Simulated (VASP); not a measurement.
Computed with revPBE GGA, VASP's PBE PAW potentials (set 64) (plane waves; VASP).

VASP ran on this input.

### INCAR
```
SYSTEM = Cs
PREC = Accurate; ENCUT = 520; LREAL = .False.
LASPH = .True.
EDIFF = 1E-7; NELM = 100; ALGO = Normal
LMAXMIX = 4
ISMEAR = 1; SIGMA = 0.1
GGA = RE
ISIF = 2
LWAVE = .False.; LCHARG = .False.
```

**KPOINTS**
```
Automatic mesh
0
Gamma
8 8 8
0 0 0
```

File POSCAR:
```
Cs
1
   -3.2161234846     3.2161234846     3.2161234846
    3.2161234846    -3.2161234846     3.2161234846
    3.2161234846     3.2161234846    -3.2161234846
Cs
1
Direct
  0.0000000000   0.0000000000   0.0000000000
```

POTCAR, in this order: Cs_sv (PBE.64 set). Program: vasp_std.

The run wrote:

### OUTCAR
```
 ion  position               nearest neighbor table
   1  0.000  0.000  0.000-
  LATTYP: Found a body centered cubic cell.
 ALAT       =     6.4322469692
 Subroutine PRICEL returns:
 Original cell was already a primitive cell.
 Subroutine GETGRP returns: Found 48 space group operations
The static configuration has the point symmetry O_h .
The dynamic configuration has the point symmetry O_h .
 Subroutine INISYM returns: Found 48 space group operations
 Subroutine IBZKPT returns following result:
 Found     29 irreducible k-points:

 Following reciprocal coordinates:
            Coordinates               Weight
  0.000000  0.000000  0.000000      1.000000
  0.125000  0.000000  0.000000     12.000000
  0.250000  0.000000  0.000000     12.000000
  0.375000  0.000000  0.000000     12.000000
  0.500000  0.000000  0.000000      6.000000
  0.125000  0.125000  0.000000     24.000000
  0.250000  0.125000  0.000000     48.000000
  0.375000  0.125000 -0.000000     48.000000
  0.250000  0.250000  0.000000     24.000000
  0.375000  0.250000  0.000000     24.000000
  0.125000  0.125000  0.125000      8.000000
  0.250000  0.125000  0.125000     24.000000
  0.375000  0.125000  0.125000     12.000000
 -0.125000  0.125000  0.125000      6.000000
  0.250000  0.250000  0.125000     24.000000
 -0.250000  0.250000  0.125000     24.000000
 -0.375000  0.375000  0.125000     24.000000
 -0.250000  0.375000  0.125000     24.000000
  0.500000  0.500000  0.125000     12.000000
 -0.375000  0.500000  0.125000     48.000000
 -0.375000 -0.375000  0.125000      8.000000
  0.250000  0.250000  0.250000      2.000000
 -0.250000  0.250000  0.250000      6.000000
 -0.375000  0.375000  0.250000     24.000000
  0.500000  0.500000  0.250000     12.000000
...
```

**OSZICAR**
```
       N       E                     dE             d eps       ncg     rms          rms(c)
DAV:   1     0.577126154328E+02    0.57713E+02   -0.29069E+03   464   0.771E+02
DAV:   2     0.464240780816E+01   -0.53070E+02   -0.52352E+02   632   0.120E+02
DAV:   3    -0.662583053527E+00   -0.53050E+01   -0.53037E+01   464   0.479E+01
DAV:   4    -0.738955110869E+00   -0.76372E-01   -0.76372E-01   824   0.707E+00
DAV:   5    -0.739101121541E+00   -0.14601E-03   -0.14601E-03   672   0.209E-01    0.166E-01
DAV:   6    -0.742980137611E+00   -0.38790E-02   -0.18896E-03   736   0.263E-01    0.118E-01
DAV:   7    -0.747070433083E+00   -0.40903E-02   -0.80299E-03   536   0.586E-01    0.305E-02
DAV:   8    -0.747120672303E+00   -0.50239E-04   -0.15643E-04   768   0.965E-02    0.591E-03
DAV:   9    -0.747125541901E+00   -0.48696E-05   -0.59866E-06   680   0.174E-02    0.302E-03
DAV:  10    -0.747126130032E+00   -0.58813E-06   -0.26090E-06   752   0.101E-02    0.880E-04
DAV:  11    -0.747126300823E+00   -0.17079E-06   -0.68003E-07   608   0.514E-03    0.632E-04
DAV:  12    -0.747126407589E+00   -0.10677E-06   -0.67025E-08   560   0.186E-03    0.429E-05
DAV:  13    -0.747126401748E+00    0.58417E-08   -0.22040E-09   424   0.361E-04
   1 F= -.74712640E+00 E0= -.74629964E+00  d E =-.248028E-02
```

OUTCAR:
```
------------------------ aborting loop because EDIFF is reached ----------------------------------------
  FORCE on cell =-STRESS in cart. coord.  units (eV):
  Direction    XX          YY          ZZ          XY          YZ          ZX
  --------------------------------------------------------------------------------------
  Total       -0.0386938     -0.0386938     -0.0386938      0.0000000      0.0000000     -0.0000000
  in kB       -0.4659016     -0.4659016     -0.4659016      0.0000000      0.0000000     -0.0000000
  external PRESSURE =      -0.4659016 kB  Pullay stress =       0.0000000 kB
  volume of cell :      133.06
      direct lattice vectors                 reciprocal lattice vectors
    -3.216123485  3.216123485  3.216123485     0.000000000  0.155466667  0.155466667
     3.216123485 -3.216123485  3.216123485     0.155466667  0.000000000  0.155466667
     3.216123485  3.216123485 -3.216123485     0.155466667  0.155466667  0.000000000
 POSITION                                       TOTAL-FORCE (eV/Angst)
 -----------------------------------------------------------------------------------
      0.00000      0.00000      0.00000         0.000000     -0.000000      0.000000
 -----------------------------------------------------------------------------------
    total drift:                                0.000000      0.000000      0.000000
  FREE ENERGIE OF THE ION-ELECTRON SYSTEM (eV)
  ---------------------------------------------------
  free  energy   TOTEN  =        -0.7471264017 eV

  energy  without entropy=       -0.7446461180  energy(sigma->0) =       -0.74629964
```
(Selected blocks of OUTCAR.)

File OUTCAR:
```
 val. band max:        0.2285694106   @ k =   0.2500   0.2500   0.0000

 cond. band min:       0.2707579070   @ k =   0.3750   0.1250  -0.0000


 Fermi energy:         0.2461371444

 k-point     1 :       0.0000    0.0000    0.0000
  band No.  band energies     occupation
      1     -23.7745      2.00000
      2     -10.5455      2.00000
      3     -10.5455      2.00000
      4     -10.5455      2.00000
      5      -1.2990      2.00000
      6       2.6575      0.00000
      7       2.6575      0.00000
      8       2.6575      0.00000

 k-point     2 :       0.1250    0.0000    0.0000
  band No.  band energies     occupation
      1     -23.7741      2.00000
      2     -10.5574      2.00000
      3     -10.5495      2.00000
      4     -10.5455      2.00000
      5      -1.1510      2.00000
      6       2.4791      0.00000
      7       2.4983      0.00000
      8       2.8026      0.00000

 k-point     3 :       0.2500    0.0000    0.0000
  band No.  band energies     occupation
      1     -23.7730      2.00000
      2     -10.5858      2.00000
      3     -10.5592      2.00000
      4     -10.5454      2.00000
      5      -0.7330      2.00000
      6       1.9203     -0.00000
      7       2.2019     -0.00000
      8       3.2609      0.00000

 k-point     4 :       0.3750    0.0000    0.0000
  band No.  band energies     occupation
      1     -23.7718      2.00000
      2     -10.6136      2.00000
      3     -10.5688      2.00000
      4     -10.5454      2.00000
      5      -0.1342      2.00000
      6       1.3373     -0.00000
      7       1.9739     -0.00000
      8       3.3085      0.00000

 k-point     5 :       0.5000    0.0000    0.0000
  band No.  band energies     occupation
      1     -23.7714      2.00000
      2     -10.6250      2.00000
      3     -10.5727      2.00000
      4     -10.5453      2.00000
      5       0.3243      0.02953
      6       0.9365     -0.00000
      7       1.8919     -0.00000
...
```

Unless said otherwise, spin-orbit coupling is left out, though it shifts the bands of the heavy elements here.

The compound is Cs in the bcc structure. This cell is one point of a volume scan, at 1.03 of the reference volume.
